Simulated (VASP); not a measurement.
ScAu, 8 atoms in the cell. The cell holds a amorphous, 8 atoms: a = 5.674 Å, b = 5.360 Å, c = 5.135 Å, α = 83.27°, β = 96.51°, γ = 89.66°. The cell was built by a generator and needn't be a form met in nature.

| Item | Value |
| --- | --- |
| Program | VASP 6.6.1 |
| Task | single point |
| Functional | PBEsol |
| Potentials or basis | VASP PAW PBE potentials, release 64 (Sc_sv, Au) |
| Cutoff | 520 eV |
| k mesh | 3 × 3 × 3 |
| Occupations | methfessel-paxton, width 0.15 eV |
| Spin | no spin polarisation |
| Dipole correction | no |
| Further INCAR settings | ALGO = Normal; EDIFF = 1e-07; NBANDS = 54 |

Potentials or basis: VASP PAW PBE potentials, release 64 (Sc_sv, Au).

The run is started by

```bash
$ cat potpaw_PBE.64/Sc_sv/POTCAR potpaw_PBE.64/Au/POTCAR > POTCAR
$ mpirun -np 1 vasp_std > vasp.out
```

Hardware: 1 thread of Intel(R) Xeon(R) Platinum 8559C (Emerald Rapids), on a shared host.

Task: Estimate the wall time of this run.

Result: Run time: 2.1 min on 1 thread of Intel(R) Xeon(R) Platinum 8559C (Emerald Rapids), on a shared host, peak memory 0.29 GiB. Counts: scf iterations 18, k points 14.
